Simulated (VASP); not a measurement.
Here is the system:

```xyz
2
Lattice="0.0000 2.6817 2.6817 2.6817 0.0000 2.6817 2.6817 2.6817 0.0000" Properties=species:S:1:pos:R:3 pbc="T T T"
Zn     0.0000     0.0000     0.0000
S      1.3408     1.3408     1.3408
```

The numbers are results of PBEsol GGA, VASP's PBE PAW potentials (set 64) (plane waves; VASP), not measurements. Run with 500 eV cut-off, 9×9×9 Γ-centred mesh, Gaussian smearing of 0.050 eV, potentials Zn S.

What does the run give for the energy per atom (σ→0), band gap (on the k-mesh) with the smallest direct gap where there is one?

```yaml
band gap (on the k-mesh): 2.08 eV
smallest direct gap (on the k-mesh): 2.08 eV
energy per atom (σ→0): -3.794 eV/atom
```

Total energies compare only between runs with the same potentials, cut-off and functional.

The structure was generated: ZnS was put into the zinc blende type (F-43m), which need not be its known phase. It was relaxed first, which changed the volume by +7 %.
